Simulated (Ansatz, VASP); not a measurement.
# Cross-check of Ni (Nickel) between VASP and Ansatz

One calculation is typed for both programs; each brings its own data sets. How far apart do they land? The cell is taken from a series of runs on this material, whose earlier steps may have relaxed, scaled, displaced or heated it; both programs get it as it stands.

Method: plane waves, with VASP 6.6.1 beside it; LDA, in Ansatz 0.2.0.

## (1) Set-up

It takes space group Fm-3m (No. 225, cubic). Conventional cell: a = 3.524 Å, b = 3.524 Å, c = 3.524 Å, α = 90.00°, β = 90.00°, γ = 90.00°. Nearest to Ni lie 12 Ni at 2.49 Å.

## (2) Ansatz: elastic constants, LDA

Ansatz runs on its default PAW (the set named soft_2) files.

Elastic constants are differences of stresses under small strains, so they test the stress and the mesh.

Input file input.yaml:

```yaml
crystal:
  lattice:
    - [0.0, 1.761935, 1.761935]
    - [1.761935, 0.0, 1.761935]
    - [1.761935, 1.761935, 0.0]
  atoms:
    - { symbol: Ni, position: [0.0, 0.0, 0.0], spin: 2.0 }
kpoints:
  mp_grid: { grid: [36, 36, 36] }
hamiltonian:
  xc: lda
scf:
  occupations: { method: methfessel_paxton, width: 0.25 }
output:
  forces: true
  stress: true
  eigenvalues: true
  populations: true
magnetization:
  spin_polarized: true
elastic:
  mode: relaxed_ion
  stencil: two_point
  amplitude: 0.01
```

On the command line:

```bash
$ ansatz run input.yaml --threads 4 --pin off --max-ram 16384MiB --backend cpu --events-out ev --progress --plain --runs-dir out
```

Numbers of over 12 decimals in the logs are rounded to 6 here.

What it wrote:

```text
Engine: ansatz 0.2.0, x86_64-unknown-linux-gnu
Pseudopotentials: kind: paw
Pseudopotential: Ni, paw, valence charge 18, recommended cutoff 420 eV (normal), Ni.paw.azcp
Functional definition: SPW92
  exchange = slater_x
  correlation = pw_c
Crystal: 1 atoms, lattice volume = 10.940 Å³
Basis set: ecut = 420 eV, 181 PW (Γ)
Bands: 14, of which v1, the nominal top of the filled ones, is band 9 counted from 1 (8 counted from 0)
Symmetry: 48 space group operations
Space group: Fm-3m (ITA 225), of the structure as read, at distance tolerance 2.2e-5 Å
Magnetic group: BNS 225.116 (UNI 1618), of the structure as read, at distance tolerance 2.2e-5 Å
k-points: 1240 of 46656
Non-local potential: Ni, projectors of the file, l = 0: 3, l = 1: 2, l = 2: 3, l = 3: 1
PAW form: soft (Blöchl's): semilocal exchange-correlation on the pseudo side does not see the compensation charge
PAW frozen core: Ni, regenerated for the run's functional, and the local potential with it (the file was generated under x = pbe(κ = 0.804, μ = 0.219515), c = pbe(β = 0.066725))
PAW one-centre angular grid: Ni, 590 points (default); XC on 64 Gauss nodes
Initial density: superposition of atomic densities (chi_scale 0.1, normalization cell)
Starting moments: Σ|m| = 2 μB on 1 of 1 site
Initial wavefunctions: pseudopotential atomic-orbital guess
Functional: x = slater, c = lda
SCF 1 converged in 12 iterations: F = -5773.323461 eV  dr2 = 6.06e-10
  greatest PAW one-centre occupation: 1.002 electrons in one spin orbital (limit 2), on the Ni atom at site 0 (counted from 0), in its partial waves of l = 1
Initial density: read from a saved state, or passed on in memory by an earlier SCF of this step, an earlier step, the calling program or the single point that the run made first
Stability of the state it starts from, as read at its close in the collinear treatment: not read, because cold or Methfessel-Paxton smearing, or corrected tetrahedra, fill the levels in a way that the test cannot read (fill_not_monotonic); its run was given moments
Starting moments: Σ|m| = 2 μB on 1 of 1 site; this step starts from the density that it was given
iter 1 solved again at ethr=1.55e-7 eV; its pass at ethr=3.10e-3 eV (dr2=2.78e-5 eV) is discarded
SCF iter   1: F=—  HF=-5773.323462 eV  |F-HF|=—  |Δ(HF+E_count)|=         —  Δρ=1.92e-6 (↑1.67e-6 ↓1.92e-6)  dr2=6.27e-10  dr2_m=5.79e-11  M=0.622 μB ∫|m|=0.689 μB  β_m=0.30  ethr=1.55e-7  ⟨swp⟩=2.7  Hψ=250740  notcnv=0
eigensolver tolerance schedule: the retry pair's looser diagonalisation over-reported the residual by 44419.21 of it (diagonalisation noise at an unbounded share of the residual, at the tolerance the schedule requests for it); recorded, not acted on — ethr = c·dr2/N_el stays at c = 1.0e-1
preconditioner: auto → none  [metal: Δε(μ)=0.000 eV  Ē_g=16.656 eV  σ=0.250 eV  W_gap=0.00  n_scr=0 (ndim 8)  ℏωp=35.5 eV  f_vac=0.000  D(μ)=1.87/eV (n_scr^D=26)]
SCF iter   2: F=—  HF=-5773.323461 eV  |F-HF|=—  |Δ(HF+E_count)|=   1.19e-6  S|Δr|=    0.00e0  Δρ=1.36e-6 (↑9.34e-7 ↓1.36e-6)  dr2=2.42e-10  dr2_m=3.71e-11  M=0.622 μB ∫|m|=0.689 μB  β_m=0.26  ethr=3.48e-12  ⟨swp⟩=2.9  Hψ=74126  notcnv=0
SCF iter   3: F=—  HF=-5773.323461 eV  |F-HF|=—  |Δ(HF+E_count)|=  5.00e-11  S|Δr|=    0.00e0  Δρ=6.91e-7 (↑3.63e-7 ↓6.91e-7)  dr2=2.91e-12  dr2_m=2.65e-11  M=0.622 μB ∫|m|=0.689 μB  β_m=0.63  ethr=1.35e-12  ⟨swp⟩=2.5  Hψ=45564  notcnv=0
SCF iter   4: F=—  HF=-5773.323461 eV  |F-HF|=—  |Δ(HF+E_count)|=  2.73e-11  S|Δr|=    0.00e0  Δρ=3.35e-7 (↑2.24e-7 ↓3.35e-7)  dr2=1.15e-11  dr2_m=2.86e-12  M=0.622 μB ∫|m|=0.689 μB  β_m=0.68  ethr=1.62e-14 (applied; sched 1.00e-12)  ⟨swp⟩=2.0  Hψ=56720  notcnv=0
SCF iter   5: F=—  HF=-5773.323461 eV  |F-HF|=—  |Δ(HF+E_count)|=    0.00e0  S|Δr|=    0.00e0  Δρ=6.90e-8 (↑4.74e-8 ↓6.90e-8)  dr2=3.50e-13  dr2_m=1.17e-13  M=0.622 μB ∫|m|=0.689 μB  β_m=0.84  ethr=6.40e-14 (applied; sched 1.00e-12)  ⟨swp⟩=2.2  Hψ=44416  notcnv=0
SCF iter   6: F=—  HF=-5773.323461 eV  |F-HF|=—  |Δ(HF+E_count)|=  2.73e-12  S|Δr|=    0.00e0  Δρ=3.59e-8 (↑2.46e-8 ↓3.59e-8)  dr2=7.03e-14  dr2_m=5.02e-14  M=0.622 μB ∫|m|=0.689 μB  β_m=0.92  ethr=1.00e-12  ⟨swp⟩=3.9  Hψ=101418  notcnv=0
SCF iter   7: F=—  HF=-5773.323461 eV  |F-HF|=—  |Δ(HF+E_count)|=  2.73e-12  S|Δr|=    0.00e0  Δρ=2.09e-8 (↑1.55e-8 ↓2.09e-8)  dr2=2.31e-14  dr2_m=1.96e-14  M=0.622 μB ∫|m|=0.689 μB  β_m=0.96  ethr=1.00e-12  ⟨swp⟩=3.0  Hψ=90176  notcnv=0
SCF iter   8: F=-5773.323461 eV  HF=-5773.323461 eV  |F-HF|=9.09e-13  |Δ(HF+E_count)|=  9.09e-13  S|Δr|=    0.00e0  Δρ=1.76e-9 (↑7.66e-10 ↓1.76e-9)  dr2=1.07e-16  dr2_m=1.06e-16  M=0.622 μB ∫|m|=0.689 μB  ethr=1.00e-12  ⟨swp⟩=3.2  Hψ=91972  notcnv=0
SCF 2 converged in 8 iterations: F = -5773.323461 eV  dr2 = 1.07e-16
Crystal: 1 atoms, lattice volume = 10.830 Å³
Symmetry: 16 space group operations
k-points: 3349 of 46656
Initial density: handed on by an earlier stage of this run
[...]
Crystal: 1 atoms, lattice volume = 10.939 Å³
Symmetry: 8 space group operations
k-points: 6346 of 46656
iter 1 solved again at ethr=2.18e-7 eV; its pass at ethr=3.10e-3 eV (dr2=3.92e-5 eV) is discarded
[...]
SCF iter   4: F=—  HF=-5773.323099 eV  |F-HF|=—  |Δ(HF+E_count)|=   7.81e-7  S|Δr|=    0.00e0  Δρ=3.68e-6 (↑2.20e-6 ↓3.68e-6)  dr2=1.67e-10  dr2_m=6.95e-10  M=0.622 μB ∫|m|=0.689 μB  β_m=0.57  ethr=2.20e-9  ⟨swp⟩=2.3  Hψ=228762  notcnv=0  defer=1678
SCF iter   5: F=—  HF=-5773.323099 eV  |F-HF|=—  |Δ(HF+E_count)|=  5.73e-11  S|Δr|=    0.00e0  Δρ=1.56e-6 (↑1.56e-6 ↓1.49e-6)  dr2=8.06e-12  dr2_m=1.60e-10  M=0.622 μB ∫|m|=0.689 μB  β_m=0.78  ethr=9.30e-13 (applied; sched 1.00e-12)  ⟨swp⟩=2.1  Hψ=286548  notcnv=0  defer=1697
SCF iter   6: F=—  HF=-5773.323099 eV  |F-HF|=—  |Δ(HF+E_count)|=  1.85e-10  S|Δr|=    0.00e0  Δρ=7.15e-7 (↑2.31e-7 ↓7.15e-7)  dr2=2.45e-11  dr2_m=1.09e-11  M=0.622 μB ∫|m|=0.689 μB  β_m=0.78  ethr=4.48e-14 (applied; sched 1.00e-12)  ⟨swp⟩=2.3  Hψ=287420  notcnv=0  defer=5463
SCF iter   7: F=—  HF=-5773.323099 eV  |F-HF|=—  |Δ(HF+E_count)|=  1.82e-12  S|Δr|=    0.00e0  Δρ=8.43e-8 (↑3.64e-8 ↓8.43e-8)  dr2=2.17e-13  dr2_m=2.99e-13  M=0.622 μB ∫|m|=0.689 μB  β_m=0.89  ethr=1.36e-13 (applied; sched 1.00e-12)  ⟨swp⟩=1.7  Hψ=200801  notcnv=0  defer=2237
SCF iter   8: F=-5773.323099 eV  HF=-5773.323099 eV  |F-HF|=9.09e-13  |Δ(HF+E_count)|=    0.00e0  S|Δr|=    0.00e0  Δρ=2.26e-8 (↑2.26e-8 ↓1.13e-8)  dr2=4.53e-14  dr2_m=7.62e-15  M=0.622 μB ∫|m|=0.689 μB  ethr=1.00e-12  ⟨swp⟩=4.0  Hψ=566479  notcnv=0
SCF 6 converged in 8 iterations: F = -5773.323099 eV  dr2 = 4.53e-14
SCF converged after 8 iterations
Stability not checked: this state was not tested for a lower state beside it, because cold or Methfessel-Paxton smearing, or corrected tetrahedra, fill the levels in a way that the test cannot read (fill_not_monotonic; see scf.lower_state_search)
Magnetization: 0.6219 μB (9.3109 up, 8.6891 down)
Absolute magnetization: 0.6897 μB (∫|ρ↑−ρ↓|, with the PAW one-centre terms)
Spin contamination: 0.0047 ħ² per cell (⟨S²⟩ above its minimum at these occupations)
Per-site moments (μB) at R_I (Å): [(0.651249, 1.027848)]
Free energy (F): -5773.323461 eV
Harris-Foulkes:  -5773.323461 eV  (|F-HF|=9.09e-13)
Internal energy: -5773.319262 eV  (E = F + TS)
E sigma→0 (E₀):  -5773.322411 eV
Entropy (-TS):   -0.004199 eV (-4.199 meV/atom)
Fermi energy:    17.580823 eV
--- Per-component energies (eV) ---
  E_band       = -290.248240
  E_kinetic    = 282.669460
  E_local      = -3447.915627  (includes V_loc(G=0)·N_el)
  E_nonlocal   = 638.398015
  E_hartree    = 1435.474461
  E_xc         = -84.470509
  E_vxc        = -109.345961  (∫ρ·V_xc dr)
  E_paw        = -1562.808245  (= ΣΔE_a)
  E_vpaw       = -525.003555  (= ΣTr[D̂ρ^β])
  E_aug_tail   = 0.000507  (compensation charges beyond the density's cutoff)
  E_ewald      = -3035.101444
  E_core_change = 0.434120  (= ΣΔE_core)
  E_smearing   = -0.004199  (= −TS)
  E_closure    = -0.000000  (closes the sum)
  Σ components = -5773.323461   (vs F -5773.323461, Δ=0.00e0)
--- Forces (eV/Å), atoms counted from 1 ---
  atom   1  Ni    -0.00000000     0.00000000    -0.00000000
  max |Σ_I F_I| component: 1.82e-32 eV/Å
--- Stress (GPa, compression-positive) ---
      -17.913645       0.000000       0.000000
       -0.000000     -17.913645       0.000000
       -0.000000      -0.000000     -17.913645
  P = ⅓ Tr σ = -17.9136 GPa (-179.136 kbar)
--- Band table (eV; the first three rows and the last of 2480) ---
  k-point 0 ↑: bands = [... 5 lower, 15.1947, 15.1947, 15.1947, 16.3508, 16.3508, 41.1120, 44.9103, 44.9103, ... 1 higher]
  k-point 1 ↑: bands = [... 5 lower, 15.1866, 15.2016, 15.2016, 16.3477, 16.3477, 41.0312, 44.3227, 44.8124, ... 1 higher]
  k-point 2 ↑: bands = [... 5 lower, 15.1630, 15.2221, 15.2221, 16.3391, 16.3391, 40.7145, 43.3425, 44.5755, ... 1 higher]
  k-point 1239 ↓: bands = [... 5 lower, 15.0912, 15.0912, 16.8706, 17.9455, 25.4508, 25.4508, 27.7583, 28.5941, ... 1 higher]
--- Elastic constants: 2 strain directions × 2 members + reference (group order 48) ---
  dense FFT box of the reference and of every strained cell: 18×18×18
  strains applied: 11, 23; error gains: componentwise 1.00 (the most a stress slope's error grows in a printed constant), spectral 1.73 (1 for all six strains in a standard setting)
  C = ∂σ_k/∂η_j (tension-positive GPa; Voigt order 11 22 33 23 13 12):
       238.745    125.021    125.021     -0.000      0.000      0.000
       125.021    238.745    125.021      0.000      0.000     -0.000
       125.021    125.021    238.745      0.000     -0.000     -0.000
        -0.000      0.000      0.000    114.911     -0.000     -0.000
         0.000      0.000     -0.000      0.000    114.911      0.000
        -0.000      0.000     -0.000     -0.000     -0.000    114.911
  reference stress σ⁰ (GPa):     17.914     17.914     17.914      0.000      0.000      0.000
  C* (energy form; C + prestress term) asymmetry max|C*_kj − C*_jk| = 5.684e-14 GPa — a small one proves nothing (zero by symmetry where the batch's group is 432, −43m or m−3m); a large one is finite-difference/SCF noise where every solve meets its electron count
  moduli (Voigt/Reuss/Hill, GPa): K = 162.93/162.93/162.93   G = 91.69/81.59/86.64   E = 220.79   ν = 0.274
  mechanically stable: yes (min eigenvalue of sym C = 113.72 GPa)
  strain η (Voigt 11):  stress-route row diagonal C_11 = 238.75 GPa, energy-path curvature d²(F+E_count+ΔE)/dδ²/Ω₀ = 238.92 GPa
         δ    σ_11 (GPa)             F (eV)   n_scf  n_hpsi   n_pw
    -1.000e-2      15.4605       -5773.3348634       9  1942847    222   relax 0 steps, max|allowed force component| 0.00e0 eV/Å
     1.000e-2      20.2354       -5773.3104275       8  1683029    224   relax 0 steps, max|allowed force component| 0.00e0 eV/Å
  strain η (Voigt 23):  stress-route row diagonal C_44 = 114.91 GPa, energy-path curvature d²(F+E_count+ΔE)/dδ²/Ω₀ = 106.17 GPa
         δ    σ_23 (GPa)             F (eV)   n_scf  n_hpsi   n_pw
    -1.000e-2      -1.1491       -5773.3230986       9  3580797    222   relax 0 steps, max|allowed force component| 0.00e0 eV/Å
     1.000e-2       1.1491       -5773.3230986       8  3233477    222   relax 0 steps, max|allowed force component| 0.00e0 eV/Å
--- Löwdin populations: 1 site ---
  site symbol       q [e]    m [muB]
     0     Ni     17.7816     0.6464
  spilling = 0.012135 (of n_electrons = 18.000000)
```

In the SCF lines HF is the Harris–Foulkes energy and dr2 the Hartree energy of the density residual, in eV; the loop may stop once dr2 is under the threshold and the program's other checks hold. Hψ counts applications of the Hamiltonian.

[end of part 1 of 2]

[Lines on the potential files, build, host, timing and source positions are cut from VASP's logs without a mark.]

[Logs are printed without paths, hosts, clocks, repeated set-up lines and the standing remarks that a program may print on its own settings, such as how far it seeks lower states.]

[Hosts, paths, dates, database ids (printed as entryN), source tags and the programs' standing remarks are cut or masked in the printed files.]
